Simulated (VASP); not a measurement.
Crystal: RuCl2.

```
Ru Cl
1.0
     3.54969    0.00000    0.00000
    -1.77485    3.07412    0.00000
     0.00000    0.00000    5.72639
Ru Cl
1 2
Direct
  0.00000 0.00000 0.00000
  0.33333 0.66667 0.25200
  0.66667 0.33333 0.74800
```

The cell comes from a database or a generator and needn't be the stable form of this composition.

Base run:

```yaml
Program: VASP 6.6.1
Functional: PBE
Potentials_or_basis: VASP PAW PBE potentials, release 64 (Ru_pv, Cl)
Cutoff: 520 eV
k_mesh: 6 × 6 × 4
Occupations: gaussian, width 0.05 eV
Spin: collinear spin, zero start
Starting_moments: "[0.0, 0.0, 0.0] μB"
```

Its results: band gap on the k mesh 0.67 eV, indirect (least direct gap 0.88 eV); pressure -6.0 GPa; net moment 0.00 μB per cell; largest force 1.616 eV/Å.

Problem. The run is repeated on the same cell with these changes: further incar settings from ALGO = Normal; EDIFF = 1e-06 to ALGO = Normal; EDIFF = 1e-07; NBANDS = 25; hubbard terms from none to Ru d U = 4 eV. What comes out?

Solution. Band gap on the k mesh 2.68 eV, indirect (least direct gap 2.80 eV); pressure -2.0 GPa; net moment 0.00 μB per cell; largest force 1.004 eV/Å.

Caveats: forces of over 1 eV/Å show positions far from the minimum, so gaps and moduli don't describe the material at rest.

A k mesh can miss the band edges.
